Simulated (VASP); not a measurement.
An input for Quantum ESPRESSO's pw.x (written as the equivalent of a VASP run, and not itself run):

```
&CONTROL
  calculation = 'vc-relax'
  pseudo_dir = './pseudo'
  outdir = './out'
  tprnfor = .true.
  tstress = .true.
  nstep = 60
  forc_conv_thr = 0.00078
/
&SYSTEM
  ibrav = 0
  nat = 3
  ntyp = 2
  ecutwfc = 58
  occupations = 'smearing'
  smearing = 'gaussian'
  degauss = 0.003675
  input_dft = 'pbe'
  vdw_corr = 'grimme-d3'
  dftd3_version = 3
  dftd3_threebody = .false.
/
&ELECTRONS
  conv_thr = 7.3e-08
  electron_maxstep = 100
/
&IONS
/
&CELL
/
ATOMIC_SPECIES
  Hf 178.490 Hf.upf
  S 32.060 S.upf
CELL_PARAMETERS angstrom
     1.8117959   -3.1381224   -0.0000000
     1.8117959    3.1381224    0.0000000
     0.0000000   -0.0000000    5.8197195
ATOMIC_POSITIONS crystal
  Hf   1.0000000  1.0000000  0.0000000
  S    0.3333330  0.6666670  0.2484696
  S    0.6666670  0.3333330  0.7515304
K_POINTS automatic
  6 6 4 0 0 0
```

Task: Write the VASP files for the same calculation (PBE-D3 (zero damping)).

Result: One answer among several that fit: 
**POSCAR**
```
HfS2
1
    1.8117959176    -3.1381223676    -0.0000000000
    1.8117959176     3.1381223676     0.0000000000
    0.0000000000    -0.0000000000     5.8197195038
Hf S
1 2
Direct
  1.0000000000   1.0000000000   0.0000000000
  0.3333330000   0.6666670000   0.2484695703
  0.6666670000   0.3333330000   0.7515304297
```

KPOINTS:
```
Automatic
0
gamma
  6 6 4
0 0 0
```

**INCAR**
```
ALGO = Normal
EDIFF = 1E-6
EDIFFG = -0.02
ENCUT = 520
GGA = PE
IBRION = 2
ISIF = 3
ISMEAR = 0
IVDW = 11
LASPH = .True.
LCHARG = .False.
LMAXMIX = 6
LREAL = .False.
LWAVE = .False.
NELM = 100
NSW = 60
PREC = Accurate
SIGMA = 0.05
SYSTEM = HfS2
```

POTCAR, in this order: Hf_pv S (PBE.64 set). Program: vasp_std.

What does not carry over: the potentials are each code's own (VASP's PAW set, PseudoDojo norm-conserving files in pw.x), so ENCUT and ecutwfc are chosen apart and not converted; conv_thr bounds pw.x's estimated SCF error, while EDIFF bounds the energy change between steps; forc_conv_thr acts on force components and is met together with etot_conv_thr.

The compound is HfS2 in the 1T layered structure. This run relaxes it. Symmetry was kept, so distortions that lower it aren't found. The start is the result of an earlier pass.
